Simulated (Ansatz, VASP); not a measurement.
# LuNiN2 in two plane-wave programs, part 2 of 2

Aim: how closely do two programs agree when they are given the same cell, functional and k mesh? The cell is taken from a series of runs on this material, whose earlier steps may have relaxed, scaled, displaced or heated it; both programs get it as it stands.

VASP 6.6.1 and Ansatz 0.2.0.

So far: The structure; Ansatz: relaxation of cell and atoms, PBE, DFT+U.

The structure was built from a prototype and need not be the compound's stable phase.

## (3) VASP: relaxation of cell and atoms, PBE, DFT+U

Level of this step: PBE, DFT+U (Ni d 6 eV), spin-polarised from a ferromagnetic start, 4f electrons in the core; plane waves and PAW (Lu_3, Ni, N) (VASP).

The same cell, functional, mesh and smearing now go to VASP, with its own data sets.

Lines of VASP's logs that name or quote its potential files are left out, and so is its time.

Contents of INCAR:

```
SYSTEM = LuNiN2
PREC = Accurate
ENCUT = 600
EDIFF = 1E-07
NELM = 200
ISMEAR = -1
SIGMA = 0.05
LREAL = .FALSE.
ALGO = Normal
GGA = PE
NBANDS = 23
ISPIN = 2
MAGMOM = 0.01 0.78 0 0
LDAU = .TRUE.
LDAUTYPE = 2
LDAUL = -1 2 -1
LDAUU = 0 6 0
LDAUJ = 0 0 0
LDAUPRINT = 1
LASPH = .TRUE.
LMAXMIX = 4
LORBIT = 11
LWAVE = .FALSE.
LCHARG = .FALSE.
ISIF = 3
IBRION = 2
NSW = 80
EDIFFG = -0.005
GGA_COMPAT = .FALSE.
NELMIN = 4
KPAR = 2
```

Contents of POSCAR:

```
LuNiN2
1.0
    3.4064410000      0.0000000000      0.0000000000
    0.0000000000      2.2180880000      2.9160570000
    0.0000000000     -2.2180880000      2.9160570000
Lu Ni N
1 1 2
Direct
    0.0000000000      0.9922456934      0.9922456934
    0.5000001468      0.3912907052      0.3912907052
    0.5000001468      0.8572813680      0.5441819779
    0.5000001468      0.5441819779      0.8572813680
```

Contents of KPOINTS:

```
Automatic mesh
0
Gamma
7 6 6
0 0 0
```

The projector-augmented-wave data sets are Lu_3, Ni and N (PBE family, release 64).

On the command line:

```bash
> mpirun -np 2 vasp_std
```

Numbers of over 12 decimals in the logs are rounded to 6 here.

The program printed:

```text
[banner, memory and clock lines left out]
running    2 mpi-ranks, on    1 nodes
 distrk:  each k-point on    1 cores,    2 groups
 distr:  one band on    1 cores,    1 groups

 POSCAR found type information on POSCAR LuNiN
 POSCAR found :  3 types and       4 ions
 LDA part: xc-table for (Slater+PW92), standard interpolation
 POSCAR, INCAR and KPOINTS ok, starting setup
 FFT: planning ... GRIDC
 FFT: planning ... GRID_SOFT
 FFT: planning ... GRID
 WAVECAR not read
 entering main loop
       N       E                     dE             d eps       ncg     rms          rms(c)
DAV:   1     0.185958600267E+03    0.18596E+03   -0.14278E+04  6785   0.172E+03
DAV:   2    -0.984087091651E+01   -0.19580E+03   -0.18334E+03  7704   0.551E+02
DAV:   3    -0.262234522426E+02   -0.16383E+02   -0.16024E+02  7622   0.144E+02
DAV:   4    -0.265115141114E+02   -0.28806E+00   -0.28607E+00  7344   0.141E+01
DAV:   5    -0.265158649435E+02   -0.43508E-02   -0.43395E-02  6372   0.166E+00    0.279E+01
DAV:   6    -0.253615502823E+02    0.11543E+01   -0.22435E+01  8781   0.700E+01    0.222E+01
DAV:   7    -0.246205976126E+02    0.74095E+00   -0.11857E+01  7081   0.669E+01    0.152E+01
DAV:   8    -0.245454128623E+02    0.75185E-01   -0.23448E+00  8331   0.235E+01    0.814E+00
DAV:   9    -0.245959290848E+02   -0.50516E-01   -0.66895E-01  9019   0.810E+00    0.197E+00
DAV:  10    -0.246162187408E+02   -0.20290E-01   -0.48930E-02  7914   0.254E+00    0.625E-01
DAV:  11    -0.246206992454E+02   -0.44805E-02   -0.10881E-02  8324   0.163E+00    0.329E-01
DAV:  12    -0.246226136745E+02   -0.19144E-02   -0.44230E-03  7088   0.582E-01    0.209E-01
DAV:  13    -0.246237162387E+02   -0.11026E-02   -0.17971E-03  7877   0.420E-01    0.116E-01
DAV:  14    -0.246240338151E+02   -0.31758E-03   -0.10540E-03  8216   0.328E-01    0.572E-02
DAV:  15    -0.246240542252E+02   -0.20410E-04   -0.15646E-04  7541   0.965E-02    0.188E-02
DAV:  16    -0.246240561141E+02   -0.18889E-05   -0.10092E-05  7791   0.355E-02    0.864E-03
DAV:  17    -0.246240565996E+02   -0.48549E-06   -0.14685E-06  6889   0.127E-02    0.274E-03
DAV:  18    -0.246240566917E+02   -0.92070E-07   -0.11282E-07  3609   0.426E-03
   1 F= -.24624057E+02 E0= -.24620188E+02  d E =-.246241E+02  mag=     0.8908
[... from here on, the cycles between the ionic steps are left out ...]
   2 F= -.24826079E+02 E0= -.24823040E+02  d E =-.202022E+00  mag=     0.9467
  14 F= -.25021660E+02 E0= -.25019440E+02  d E =-.495129E-02  mag=     0.8877
  15 F= -.25024037E+02 E0= -.25021859E+02  d E =-.732893E-02  mag=     0.8884
  16 F= -.25026115E+02 E0= -.25023979E+02  d E =-.207797E-02  mag=     0.8887
  17 F= -.25027103E+02 E0= -.25025018E+02  d E =-.306599E-02  mag=     0.8891
  18 F= -.25027705E+02 E0= -.25025575E+02  d E =-.601977E-03  mag=     0.8890
  19 F= -.25027769E+02 E0= -.25025617E+02  d E =-.665321E-03  mag=     0.8889
  20 F= -.25027899E+02 E0= -.25025735E+02  d E =-.130891E-03  mag=     0.8888
  21 F= -.25027971E+02 E0= -.25025794E+02  d E =-.201942E-03  mag=     0.8887
  22 F= -.25027906E+02 E0= -.25025705E+02  d E =-.137189E-03  mag=     0.8886
 curvature:   5.67 expect dE= 0.708E-03 dE for cont linesearch  0.557E-03
 ZBRENT: bracketing found
 ZBRENT: interpolating
 opt :   1.4369  next Energy=   -25.027979 (dE=-0.211E-03)
 bond charge predicted
       N       E                     dE             d eps       ncg     rms          rms(c)
DAV:   1    -0.250284093237E+02   -0.50358E-03   -0.25584E-02  7142   0.153E+00    0.178E-01
DAV:   2    -0.250281999897E+02    0.20933E-03   -0.36069E-03  8169   0.103E+00    0.150E-01
DAV:   3    -0.250280289624E+02    0.17103E-03   -0.10562E-03  7582   0.660E-01    0.672E-02
DAV:   4    -0.250279879948E+02    0.40968E-04   -0.71190E-05  8932   0.130E-01    0.283E-02
DAV:   5    -0.250279799705E+02    0.80243E-05   -0.20968E-05  9336   0.646E-02    0.134E-02
DAV:   6    -0.250279797882E+02    0.18225E-06   -0.40760E-06  7192   0.325E-02    0.505E-03
DAV:   7    -0.250279798353E+02   -0.47101E-07   -0.55029E-07  7068   0.783E-03
  23 F= -.25027980E+02 E0= -.25025798E+02  d E =-.211243E-03  mag=     0.8887
 curvature:  -0.09 expect dE=-0.376E-06 dE for cont linesearch -0.456E-08
 trial: gam= 0.00286 g(F)=  0.183E-05 g(S)=  0.241E-05 ort = 0.406E-05 (trialstep = 0.734E+00)
 search vector abs. value=  0.426E-05
 reached required accuracy - stopping structural energy minimisation
```

Parts of OUTCAR (step 3):

```text
ion  position               nearest neighbor table
   1  0.000  0.992  0.992-   3 2.50   4 2.50   3 2.50   4 2.50   4 2.59   3 2.59   4 2.59   3 2.59
                             2 2.86   2 2.86   2 2.86   2 2.86   2 2.88   2 2.88
   2  0.500  0.391  0.391-   4 1.89   3 1.89   3 1.93   4 1.93   1 2.86   1 2.86   1 2.86   1 2.86
                             1 2.88   1 2.88
   3  0.500  0.857  0.544-   4 1.39   2 1.89   2 1.93   1 2.50   1 2.50   1 2.59   1 2.59
   4  0.500  0.544  0.857-   3 1.39   2 1.89   2 1.93   1 2.50   1 2.50   1 2.59   1 2.59

  LATTYP: Found a base centered orthorhombic cell.
 ALAT       =     4.4361760000
 B/A-ratio  =     1.3146714648
 C/A-ratio  =     0.7678777848

 Subroutine GETGRP returns: Found  4 space group operations
 (whereof  4 operations were pure point group operations)

The static configuration has the point symmetry C_2v.

 Found     52 irreducible k-points:

   k-points           NKPTS =     52   k-points in BZ     NKDIM =     52   number of bands    NBANDS=     23

   dimension x,y,z NGX =    28 NGY =   30 NGZ =   30
   dimension x,y,z NGXF=    56 NGYF=   60 NGZF=   60

   ENCUT  =  600.0 eV  44.10 Ry    6.64 a.u.   6.80  7.32  7.32*2*pi/ulx,y,z

   NELECT =      29.0000    total number of electrons

 k-points in reciprocal lattice and weights: Automatic mesh
   0.00000000  0.00000000  0.00000000       0.004
   0.14285714  0.00000000  0.00000000       0.008
   0.28571429  0.00000000  0.00000000       0.008
   0.42857143  0.00000000  0.00000000       0.008
   0.00000000  0.16666667  0.00000000       0.016
   0.14285714  0.16666667  0.00000000       0.032
   0.28571429  0.16666667  0.00000000       0.032
   0.42857143  0.16666667  0.00000000       0.032
   0.00000000  0.33333333  0.00000000       0.016
[...]
0.28571429  0.50000000  0.50000000       0.008
   0.42857143  0.50000000  0.50000000       0.008

atom =   2  type =  2  l = 2

 onsite density matrix

spin component  1

  0.9540  0.0000  0.0000  0.0000  0.0000
  0.0000  1.0254  0.0000  0.0000  0.0000
  0.0000  0.0000  0.9408  0.0000  0.0251
  0.0000  0.0000  0.0000  0.9715  0.0000
  0.0000  0.0000  0.0251  0.0000  0.9101

spin component  2

  0.9469  0.0000  0.0000  0.0000  0.0000
  0.0000  0.3038  0.0000  0.0000  0.0000
  0.0000  0.0000  0.9083  0.0000  0.0370
  0.0000  0.0000  0.0000  0.9664  0.0000
  0.0000  0.0000  0.0370  0.0000  0.8805

 occupancies and eigenvectors

  o =  0.3038  v =  0.0000  0.0000  0.0000  0.0000  0.0000  0.0000  1.0000  0.0000  0.0000  0.0000      0.0000  0.0000  0.0000  0.0000  0.0000  0.0000  0.0000  0.0000  0.0000  0.0000
  o =  0.8549  v =  0.0000  0.0000  0.0000  0.0000  0.0000  0.0000  0.0000 -0.5694  0.0000  0.8220      0.0000  0.0000  0.0000  0.0000  0.0000  0.0000  0.0000  0.0000  0.0000  0.0000
  o =  0.8960  v =  0.0000  0.0000 -0.4890  0.0000  0.8723  0.0000  0.0000  0.0000  0.0000  0.0000      0.0000  0.0000  0.0000  0.0000  0.0000  0.0000  0.0000  0.0000  0.0000  0.0000
  o =  0.9339  v =  0.0000  0.0000  0.0000  0.0000  0.0000  0.0000  0.0000 -0.8220  0.0000 -0.5694      0.0000  0.0000  0.0000  0.0000  0.0000  0.0000  0.0000  0.0000  0.0000  0.0000
  o =  0.9469  v =  0.0000  0.0000  0.0000  0.0000  0.0000  1.0000  0.0000  0.0000  0.0000  0.0000      0.0000  0.0000  0.0000  0.0000  0.0000  0.0000  0.0000  0.0000  0.0000  0.0000
  o =  0.9540  v =  1.0000  0.0000  0.0000  0.0000  0.0000  0.0000  0.0000  0.0000  0.0000  0.0000      0.0000  0.0000  0.0000  0.0000  0.0000  0.0000  0.0000  0.0000  0.0000  0.0000
  o =  0.9549  v =  0.0000  0.0000  0.8723  0.0000  0.4890  0.0000  0.0000  0.0000  0.0000  0.0000      0.0000  0.0000  0.0000  0.0000  0.0000  0.0000  0.0000  0.0000  0.0000  0.0000
  o =  0.9664  v =  0.0000  0.0000  0.0000  0.0000  0.0000  0.0000  0.0000  0.0000 -1.0000  0.0000      0.0000  0.0000  0.0000  0.0000  0.0000  0.0000  0.0000  0.0000  0.0000  0.0000
  o =  0.9715  v =  0.0000  0.0000  0.0000 -1.0000  0.0000  0.0000  0.0000  0.0000  0.0000  0.0000      0.0000  0.0000  0.0000  0.0000  0.0000  0.0000  0.0000  0.0000  0.0000  0.0000
  o =  1.0254  v =  0.0000  1.0000  0.0000  0.0000  0.0000  0.0000  0.0000  0.0000  0.0000  0.0000      0.0000  0.0000  0.0000  0.0000  0.0000  0.0000  0.0000  0.0000  0.0000  0.0000

 average (electrostatic) potential at core
       1 -28.7392       2 -83.8718       3 -62.9450       4 -62.9450

 E-fermi :   7.4019

 spin component 1
 k-point     1 :       0.0000    0.0000    0.0000
  band No.  band energies     occupation
    ...
     12       2.9304      1.00000
     13       3.4754      1.00000
     14       4.3666      1.00000
     15       6.2777      1.00000
     16       7.1958      0.98406
     17       9.3219      0.00000
     18      10.5842      0.00000
     19      11.2912      0.00000
     20      11.4168      0.00000
     21      12.6333      0.00000
    ...

 k-point     2 :       0.1429    0.0000    0.0000
  band No.  band energies     occupation
    ...
     11       2.9101      1.00000
     12       3.0599      1.00000
     13       3.6083      1.00000
     14       4.0776      1.00000
     15       6.0452      1.00000
     16       7.6029      0.01766
     17       9.1746      0.00000
     18      10.9456      0.00000
     19      11.3382      0.00000
     20      12.0765      0.00000
    ...

 k-point     3 :       0.2857    0.0000    0.0000
  band No.  band energies     occupation
    ...
     11       2.9192      1.00000
     12       3.5239      1.00000
     13       3.6502      1.00000
     14       3.8942      1.00000
     15       5.4323      1.00000
     16       8.3657      0.00000
     17       9.4358      0.00000
     18      11.2918      0.00000
     19      11.8540      0.00000
     20      13.1044      0.00000
    ...

 k-point     4 :       0.4286    0.0000    0.0000
  band No.  band energies     occupation
    ...
     11       2.9543      1.00000
     12       3.4551      1.00000
     13       3.7857      1.00000
     14       4.1661      1.00000
     15       4.9122      1.00000
     16       8.7810      0.00000
     17      10.2696      0.00000
     18      10.8883      0.00000
     19      12.7176      0.00000
     20      13.1465      0.00000
    ...

 k-point     5 :       0.0000    0.1667    0.0000
  band No.  band energies     occupation
    ...
     11       2.7543      1.00000
     12       3.1427      1.00000
     13       3.3439      1.00000
     14       4.6379      1.00000
     15       6.3544      1.00000
     16       7.6532      0.00653
     17       9.3488      0.00000
     18      10.5584      0.00000
     19      11.1358      0.00000
     20      11.5622      0.00000
    ...

 k-point     6 :       0.1429    0.1667    0.0000
  band No.  band energies     occupation
    ...
     11       2.7348      1.00000
     12       3.2058      1.00000
     13       3.3878      1.00000
     14       4.6245      1.00000
     15       6.0763      1.00000
     16       8.0414      0.00000
     17       9.5187      0.00000
     18      10.5885      0.00000
     19      11.1302      0.00000
     20      12.0986      0.00000
    ...

  Total        0.0068960     -0.0024535     -0.0120843      0.0000000      0.0000000      0.0000000
  in kB        0.2491350     -0.0886381     -0.4365768      0.0000000      0.0000000      0.0000000
  external PRESSURE =      -0.0920266 kB  Pullay stress =       0.0000000 kB

  energy-cutoff  :      600.00
  volume of cell :       44.35
      direct lattice vectors                 reciprocal lattice vectors
     3.365016974  0.000000000  0.000000000     0.297175321  0.000000000  0.000000000
     0.000000000  2.110767282  3.121860614     0.000000000  0.236880685  0.160160898
     0.000000000 -2.110767282  3.121860614     0.000000000 -0.236880685  0.160160898

 POSITION                                       TOTAL-FORCE (eV/Angst)
 -----------------------------------------------------------------------------------
      0.00000      0.00000      0.04661         0.000000      0.000000      0.001501
      1.68251      0.00000      2.51623         0.000000      0.000000      0.003762
      1.68251      0.75979      4.29110         0.000000     -0.001948     -0.002631
      1.68251     -0.75979      4.29110         0.000000      0.001948     -0.002631
 -----------------------------------------------------------------------------------
    total drift:                               -0.000913      0.000001      0.000842

  FREE ENERGIE OF THE ION-ELECTRON SYSTEM (eV)
  ---------------------------------------------------
  free  energy   TOTEN  =       -25.0279798353 eV

  energy  without entropy=      -25.0236156634  energy(sigma->0) =      -25.02579775

 reached required accuracy - stopping structural energy minimisation

 total charge
# of ion       s       p       d       tot
------------------------------------------
    1        0.337   6.625   1.092   8.054
    2        0.479   0.655   8.763   9.897
    3        1.224   2.448   0.000   3.672
    4        1.224   2.448   0.000   3.672
--------------------------------------------------
tot          3.264  12.175   9.856  25.295

 magnetization (x)
# of ion       s       p       d       tot
------------------------------------------
    1       -0.001  -0.001   0.025   0.022
    2        0.004   0.005   0.795   0.804
    3        0.009   0.022   0.000   0.032
    4        0.009   0.022   0.000   0.032
--------------------------------------------------
tot          0.022   0.048   0.820   0.890

[... 6 further parts left out ...]
```

CONTCAR:

```
LuNiN2
   1.00000000000000
     3.3650169741623621    0.0000000000000000    0.0000000000000000
     0.0000000000000000    2.1107672817357681    3.1218606135098224
     0.0000000000000000   -2.1107672817357681    3.1218606135098224
  Lu              Ni              N
     1     1     2
Direct
     0.0000000000000000    0.0074654846918354    0.0074654846918354
     0.5000001467999979    0.4030023717355471    0.4030023717355471
     0.5000001467999979    0.8672465197129341    0.5072853683596888
     0.5000001467999979    0.5072853683596888    0.8672465197129341
```

The data set Lu_3 holds the 4f electrons frozen in the core, so no f bands or f moments appear. The cell holds one magnetic atom, so no antiferromagnetic order fits into it. The run keeps the 4 symmetry operations of its start, so it cannot find a distortion of lower symmetry.

## (4) Side by side

Known differences besides the potentials themselves: VASP starts from the moments at which Ansatz ended; U acts on the PAW sphere in VASP and on atomic orbitals in Ansatz, so only states and trends compare; the data sets hold 53 valence electrons in Ansatz (on its default PAW (the set named soft_2) files) and 29 in VASP; the cutoff is 420 eV in Ansatz and 600 eV in VASP; site moments are counted in spheres of each program's own size. Total energies have different zeros and are not compared.

Both answers:

```csv
quantity,Ansatz,VASP,difference
volume (Å³),48.37,44.35,+9.07 %
"edge a after relaxation, in the typed setting (Å)",3.493,3.365,+3.81 %
"edge b after relaxation, in the typed setting (Å)",3.936,3.768,+4.45 %
total moment (μB),0.85,0.89,-0.04
moment on Ni2 (μB),0.78,0.80,-0.03
```

## (5) What came out

```
difference in volume (relaxation of cell and atoms, PBE, DFT+U) : 9.1 %
```

The difference in volume is 9.1 % (relaxation of cell and atoms, PBE, DFT+U). The data sets hold unlike numbers of valence electrons (53 in Ansatz and 29 in VASP), so part of the differences comes from the potentials. What causes the difference of the relaxation of cell and atoms, PBE, DFT+U pair stays open here. How closely two codes agree says nothing of how well the functional describes the real material.

[Lines on the potential files, build, host, timing and source positions are cut from VASP's logs without a mark.]

[Logs are printed without paths, hosts, clocks, repeated set-up lines and the standing remarks that a program may print on its own settings, such as how far it seeks lower states.]

[Hosts, paths, dates, database ids (printed as entryN), source tags and the programs' standing remarks are cut or masked in the printed files.]
